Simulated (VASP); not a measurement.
```yaml
crystal:
  lattice:
    - [0.00000, 2.68090, 2.68090]
    - [2.68090, 0.00000, 2.68090]
    - [2.68090, 2.68090, 0.00000]
  atoms:
    - { symbol: Ce, position: [0.00000, 0.00000, 0.00000] }
    - { symbol: O, position: [0.25000, 0.25000, 0.25000] }
    - { symbol: O, position: [0.75000, 0.75000, 0.75000] }
```

These are LDA (Ceperley-Alder, Perdew-Zunger), VASP's LDA PAW potentials (set 64) (plane waves; VASP) values and carry that method's errors. Settings: 520 eV cut-off, Gaussian smearing of 0.050 eV, potentials Ce O.

### Question
Give the energies of bands 7 to 15 at the high-symmetry points, in eV from the valence-band maximum.

### Answer

```json
[
 {"band": "7", "Γ": "-4.11", "X": "-4.20", "U": "-3.46", "L": "-3.21", "W": "-3.12"},
 {"band": "8", "Γ": "-4.11", "X": "-1.20", "U": "-1.79", "L": "-3.21", "W": "-2.38"},
 {"band": "9", "Γ": "-4.11", "X": "-1.20", "U": "-1.55", "L": "-1.33", "W": "-1.11"},
 {"band": "10", "Γ": "-0.71", "X": "-0.89", "U": "-1.32", "L": "-1.29", "W": "-1.11"},
 {"band": "11", "Γ": "-0.71", "X": "-0.89", "U": "-0.86", "L": "-0.85", "W": "-0.84"},
 {"band": "12", "Γ": "-0.71", "X": "-0.72", "U": "-0.36", "L": "-0.85", "W": "-0.76"},
 {"band": "13", "Γ": "2.27", "X": "1.96", "U": "2.02", "L": "1.93", "W": "2.01"},
 {"band": "14", "Γ": "2.27", "X": "2.09", "U": "2.13", "L": "2.13", "W": "2.15"},
 {"band": "15", "Γ": "2.27", "X": "2.09", "U": "2.14", "L": "2.13", "W": "2.15"}
]
```

The gap is indirect, 1.93 eV, from the valence maximum at K-Γ at 0.29 to the conduction minimum at L.

The compound is CeO2 in the fluorite structure. It was relaxed first. The run is not spin-polarised, so no magnetic state was tried.
